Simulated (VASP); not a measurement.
Method: PBE GGA, VASP's PBE PAW potentials (set 64) (plane waves; VASP).

VASP input:

**POSCAR**
```
Ga2O3
1
    6.1156740000    -1.5176900000     0.0000000000
    6.1156740000     1.5176900000     0.0000000000
   -1.3785900000     0.0000000000     5.6277490000
Ga O
4 6
Direct
  0.3411600000   0.3411600000   0.6852700000
  0.6588400000   0.6588400000   0.3147300000
  0.9095300000   0.9095300000   0.2052100000
  0.0904700000   0.0904700000   0.7947900000
  0.5035300000   0.5035300000   0.7433400000
  0.4964700000   0.4964700000   0.2566600000
  0.8266300000   0.8266300000   0.4367700000
  0.1733700000   0.1733700000   0.5632300000
  0.1645000000   0.1645000000   0.1091500000
  0.8355000000   0.8355000000   0.8908500000
```

KPOINTS:
```
Automatic mesh
0
Gamma
6 6 3
0 0 0
```

INCAR:
```
ALGO  =  Normal
EDIFF  =  1E-6
ENCUT  =  400
GGA  =  PE
ISIF  =  2
ISMEAR  =  0
LASPH  =  .TRUE.
LCHARG  =  .FALSE.
LMAXMIX  =  4
LREAL  =  .FALSE.
LWAVE  =  .FALSE.
NELM  =  100
PREC  =  Accurate
SIGMA  =  0.01
SYSTEM  =  Ga2O3
```

POTCAR, in this order: Ga_d O (PBE.64 set). Program: vasp_std.

Question: What will the output report for the number of irreducible k-points (NKPTS), largest plane-wave count, number of space-group operations, FFT grid (NGX, NGY, NGZ)?

Answer: 
| Property | Value |
|---|---|
| number of irreducible k-points (NKPTS) | 34 |
| largest plane-wave count | 1912 |
| number of space-group operations | 4 |
| FFT grid (NGX, NGY, NGZ) | 42 × 42 × 40 |

The structure comes from a computed database's Ga2O3 entry; how it stands against other phases isn't given here. The cell was not relaxed at this level.
